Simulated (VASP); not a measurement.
```
CELL_PARAMETERS angstrom
      3.00985     0.00000     0.00000
     -1.50493     2.60661     0.00000
      0.00000     0.00000     7.34497
ATOMIC_POSITIONS crystal
  Mg 0.00000 0.00000 0.00000
  Zn 0.33333 0.66667 0.66851
  Zn 0.66667 0.33333 0.33149
  O  0.33333 0.66667 0.16107
  O  0.66667 0.33333 0.83893
  O  0.00000 0.00000 0.50000
```

Calculation: PBEsol GGA, VASP's PBE PAW potentials (set 64) (plane waves; VASP 6.6.1). Settings: 520 eV cut-off, 15×15×6 Γ-centred mesh, Gaussian smearing of 0.010 eV, potentials Mg Zn O.

Q: Predict the energy per atom (σ→0), band gap (on the k-mesh) with the smallest direct gap where there is one.

A: 
| Item | Result |
|---|---|
| band gap (on the k-mesh) | 1.84 eV |
| smallest direct gap (on the k-mesh) | 1.84 eV |
| energy per atom (σ→0) | -5.250 eV/atom |

The structure comes from a computed database's MgZn2O3 entry (P-3m1); how it stands against other phases isn't given here. It was relaxed first.
